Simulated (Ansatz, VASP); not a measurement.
# Zn3Cl in VASP and in Ansatz

File INCAR:

```
  ALGO = Normal
  EDIFF = 1E-6
  EDIFFG = -0.04
  ENCUT = 600
  GGA = PE
  IBRION = 2
  ISIF = 3
  ISMEAR = 0
  LASPH = T
  LCHARG = F
  LREAL = F
  LWAVE = F
  NELM = 100
  NSW = 90
  PREC = Accurate
  SIGMA = 0.1
```

Contents of KPOINTS:

```
k-points
0
Gamma
  4 4 4
```

The input POSCAR:

```
Zn3Cl
1.0
    4.1000154300      0.0000000000      0.0000000000
    0.0000000000      4.1000154300      0.0000000000
    0.0000000000      0.0000000000      4.1000154300
Zn Cl
3 1
Direct
    0.0000000000      0.5000000000      0.5000000000
    0.5000000000      0.0000000000      0.5000000000
    0.5000000000      0.5000000000      0.0000000000
    0.0000000000      0.0000000000      0.0000000000
```

Input for Ansatz:

```yaml
crystal:
  lattice:
    - [4.10001543, 0.0, 0.0]
    - [0.0, 4.10001543, 0.0]
    - [0.0, 0.0, 4.10001543]
  atoms:
    - { symbol: Zn, position: [0.0, 0.5, 0.5] }
    - { symbol: Zn, position: [0.5, 0.0, 0.5] }
    - { symbol: Zn, position: [0.5, 0.5, 0.0] }
    - { symbol: Cl, position: [0.0, 0.0, 0.0] }
basis:
  ecutwfc: 420
kpoints:
  mp_grid: { grid: [4, 4, 4] }
hamiltonian:
  xc: pbe
scf:
  occupations: { method: gaussian, width: 0.1 }
  lower_state_search: "off"
output:
  forces: true
  stress: true
  eigenvalues: true
relax:
  adjacent_minimum: "off"
  f_tol: 0.04
  max_steps: 70
  cell: { stress_tol: 0.4 }
```

Change from the starting cell: species swapped into the TiPd3 type (Pm-3m, No. 221).

Alike in both runs: task relaxation of cell and atoms; functional PBE; k mesh 4 × 4 × 4; occupations gaussian, width 0.1 eV; no spin polarisation.

|  | VASP | Ansatz |
| --- | --- | --- |
| version | VASP 6.6.1 | Ansatz 0.2.0 |
| potentials or method | VASP PAW PBE potentials, release 64 (Zn, Cl) | scalar-relativistic, plane waves, PAW |
| plane-wave cutoff (eV) | 600 | 420 |
| valence electrons in the cell | 43 | 43 |

|  | VASP | Ansatz | Ansatz less VASP |
| --- | --- | --- | --- |
| gap on the k mesh at the Fermi level, each at its own relaxed structure (eV) | none | none | - |
| relaxed volume (Å³/atom) | 19.99 | 19.88 | -0.107 |
| relaxed cell length with the largest relative difference (Å) | 4.308 | 4.301 | -0.0077 |
| energy change over the relaxation (meV/atom) | -51 | -50 | +1.3 |

A gap of «none» marks a metal or a gap that the smearing closes.

Caveats: the k mesh is coarse (spacing up to 0.38 Å⁻¹), so the values aren't converged; the volume moved by over 15 % at a fixed basis, so the end points are rough (VASP); an odd number of electrons without spin polarisation forces a metal; a magnetic or distorted state may lie lower.
